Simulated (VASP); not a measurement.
Given:

```
NaF
1.0
    0.00000     2.33792     2.33792
    2.33792     0.00000     2.33792
    2.33792     2.33792     0.00000
Na F
1 1
Direct
  0.00000   0.00000   0.00000
  0.50000   0.50000   0.50000
```

All values below come from PBEsol GGA, VASP's PBE PAW potentials (set 64) (plane waves; VASP). Settings: 520 eV cut-off, 10×10×10 Γ-centred mesh, Gaussian smearing of 0.050 eV, potentials Na_pv F.

Q: Estimate the energy per atom (σ→0), pressure, band gap (on the k-mesh) with the smallest direct gap where there is one.

A: 
The band gap (on the k-mesh) comes out as 6.02 eV. The smallest direct gap (on the k-mesh) comes out as 6.02 eV. The energy per atom (σ→0) is -4383 meV/atom and the pressure is -1.40 GPa.

The absolute energy has meaning only against runs of the same code, potentials and settings.

The compound is NaF in the rock salt structure. This cell is one point of a volume scan, at 1.03 of the reference volume.
